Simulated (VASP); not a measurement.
```
PbSnSe2
1.0
    2.10858     1.21739     6.89017
   -2.10858     1.21739     6.89017
    0.00000    -2.43478     6.89017
Sn Pb Se
1 1 2
Direct
  0.50000   0.50000   0.50000
  0.00000   0.00000   0.00000
  0.75260   0.75260   0.75260
  0.24740   0.24740   0.24740
```

Calculation: LDA (Ceperley-Alder, Perdew-Zunger), VASP's LDA PAW potentials (set 64) (plane waves; VASP). Numerical set-up: 400 eV cut-off, Gaussian smearing of 0.050 eV, potentials Sn_d Pb_d Se.

Unless said otherwise, spin-orbit coupling is left out, though it shifts the bands of the heavy elements here.

### Question
Give the energies of bands 14 to 23 at the high-symmetry points, in eV from the valence-band maximum.

### Answer

```csv
band,Γ,T,H2,L,S0,F
14,-5.62,-6.82,-7.63,-7.61,-7.61,-6.78
15,-2.29,-2.17,-4.75,-4.28,-5.06,-5.72
16,-2.29,-2.17,-4.71,-4.11,-4.29,-3.81
17,-2.29,-2.13,-3.47,-3.17,-3.96,-3.80
18,-1.93,-2.13,-3.28,-3.02,-2.99,-1.92
19,-1.93,-1.17,-2.00,-2.56,-2.29,-1.91
20,-0.12,-1.09,-1.49,-2.20,-0.87,-0.12
21,0.31,1.75,2.04,2.69,1.19,0.33
22,1.25,2.33,2.19,2.72,2.77,1.25
23,1.25,2.44,3.46,3.37,3.17,1.26
```

The gap is direct, 0.07 eV, from the valence maximum at L-Γ at 0.91 to the conduction minimum at L-Γ at 0.91.

The structure comes from a computed database's SnPbSe2 entry (R-3m); how it stands against other phases isn't given here. It was relaxed first, which changed the volume by -7 %.
